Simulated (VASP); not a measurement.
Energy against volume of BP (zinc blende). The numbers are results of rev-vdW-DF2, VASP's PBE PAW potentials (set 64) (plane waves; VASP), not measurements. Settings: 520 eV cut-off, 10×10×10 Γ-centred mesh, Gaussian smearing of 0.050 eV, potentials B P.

```json
[
 {"V (Å³/atom)": "11.346", "E (eV/atom)": "-5.64451"},
 {"V (Å³/atom)": "11.697", "E (eV/atom)": "-5.65002"},
 {"V (Å³/atom)": "12.048", "E (eV/atom)": "-5.64475"},
 {"V (Å³/atom)": "12.399", "E (eV/atom)": "-5.63015"}
]
```

**Question.** Fit these four points and predict the energy of the run at 10.995 Å³/atom.

**Answer.** A cubic in V^(−2/3), the third-order Birch-Murnaghan form, passes through the four points with V0 = 11.69 Å³/atom and B0 = 164 GPa, and gives -5.6266 eV/atom there. The run gave -5.6266 eV/atom, -0.0 meV/atom from the fit; all five points give B0 = 164 GPa.

The compound is BP in the zinc blende structure. It was relaxed first.
